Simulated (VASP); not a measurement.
An input for Quantum ESPRESSO's pw.x (written as the equivalent of a VASP run, and not itself run):

```
&CONTROL
  calculation = 'scf'
  pseudo_dir = './pseudo'
  outdir = './out'
  tprnfor = .true.
  tstress = .true.
/
&SYSTEM
  ibrav = 0
  nat = 2
  ntyp = 1
  ecutwfc = 66
  occupations = 'smearing'
  smearing = 'methfessel-paxton'
  degauss = 0.00735
  input_dft = 'pbesol'
/
&ELECTRONS
  conv_thr = 7.3e-09
  electron_maxstep = 100
/
ATOMIC_SPECIES
  Bi 208.980 Bi.upf
CELL_PARAMETERS angstrom
     4.0941311   -2.2842819   -0.0158627
     4.0941311    2.2842819   -0.0158627
     2.8590104    0.0000000    3.7388211
ATOMIC_POSITIONS crystal
  Bi   0.2366324  0.2366324  0.2366324
  Bi   0.7633676  0.7633676  0.7633676
K_POINTS automatic
  10 10 10 0 0 0
```

Translate this input to VASP (INCAR, KPOINTS, POSCAR, choice of POTCAR).

Several could match; the one computed here: 
INCAR:
```
ALGO = Normal
EDIFF = 1E-7
ENCUT = 480
GGA = PS
ISIF = 2
ISMEAR = 1
LASPH = T
LCHARG = F
LMAXMIX = 4
LREAL = F
LWAVE = F
NELM = 100
PREC = Accurate
SIGMA = 0.1
SYSTEM = Bi
```

KPOINTS:
```
Regular mesh
0
gamma
 10 10 10
0 0 0
```

**POSCAR**
```
Bi
4.0941310
  1.0000000344  -0.5579406094  -0.0038744875
  1.0000000344   0.5579406094  -0.0038744875
  0.6983192233   0.0000000000   0.9132148208
Bi
2
Cart
  0.6385096781   0.0000000000   0.2142625253
  2.0598096141   0.0000000000   0.6912033205
```

POTCAR, in this order: Bi_d (PBE.64 set). Program: vasp_std.

What does not carry over: the potentials are each code's own (VASP's PAW set, PseudoDojo norm-conserving files in pw.x), so ENCUT and ecutwfc are chosen apart and not converted; conv_thr bounds pw.x's estimated SCF error, while EDIFF bounds the energy change between steps.

The compound is Bi in the a7 structure. This cell was strained or had an atom moved on purpose.
